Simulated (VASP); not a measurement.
Set up this calculation in VASP 6.6.1, as the native input.

* Task: single point
* Functional: PBE
* Potentials or basis: VASP PAW PBE potentials, release 64 (Na_pv, Ca_sv, Se)
* Cutoff: 520 eV
* k mesh: 4 × 4 × 4
* Occupations: gaussian, width 0.1 eV
* Spin: no spin polarisation
* Dipole correction: no
* Further INCAR settings: ALGO = Fast; EDIFF = 1e-06; NBANDS = 36

The structure of NaCaSe6 lies in POSCAR:

```
NaCaSe6
1.0
    0.0000000000      5.7860358600      5.7860358600
    5.7860358600      0.0000000000      5.7860358600
    5.7860358600      5.7860358600      0.0000000000
Na Ca Se
1 1 6
Direct
    0.0000000000      0.0000000000      0.0000000000
    0.5000000000      0.5000000000      0.5000000000
    0.7541709600      0.2458290400      0.2458290400
    0.2458290400      0.7541709600      0.2458290400
    0.2458290400      0.2458290400      0.7541709600
    0.2458290400      0.7541709600      0.7541709600
    0.7541709600      0.2458290400      0.7541709600
    0.7541709600      0.7541709600      0.2458290400
```

The cell was built by a generator and needn't be a form met in nature.

These files were run (other wordings do the same):

INCAR

```
ALGO     = Fast           # electronic algorithm
EDIFF    = 1E-6           # SCF threshold, eV
ENCUT    = 520            # plane-wave cutoff, eV
GGA      = PE             # functional
ISIF     = 2              # what is computed and relaxed
ISMEAR   = 0              # smearing method
LASPH    = T              # aspherical terms in the spheres
LCHARG   = F              # write CHGCAR
LREAL    = F              # projectors in reciprocal space
LWAVE    = F              # write WAVECAR
NBANDS   = 36             # bands
NELM     = 100            # most SCF steps
PREC     = Accurate       # precision mode
SIGMA    = 0.1            # smearing width, eV
```

KPOINTS

```
k-points
0
Gamma
  4 4 4
```

Potentials or basis: VASP PAW PBE potentials, release 64 (Na_pv, Ca_sv, Se).

Launch:

```console
$ cat potpaw_PBE.64/Na_pv/POTCAR potpaw_PBE.64/Ca_sv/POTCAR potpaw_PBE.64/Se/POTCAR > POTCAR
$ mpirun -np 1 vasp_std > vasp.out
```

It gave:

```
Pressure               : -2.2 GPa
Largest force          : 0.165 eV/Å
Band gap on the k mesh : none (metal or under the smearing width)
```

Run time: 4.9 min on 1 thread of Intel(R) Xeon(R) Platinum 8488C (Sapphire Rapids) (shared host), peak memory 0.6 GiB.
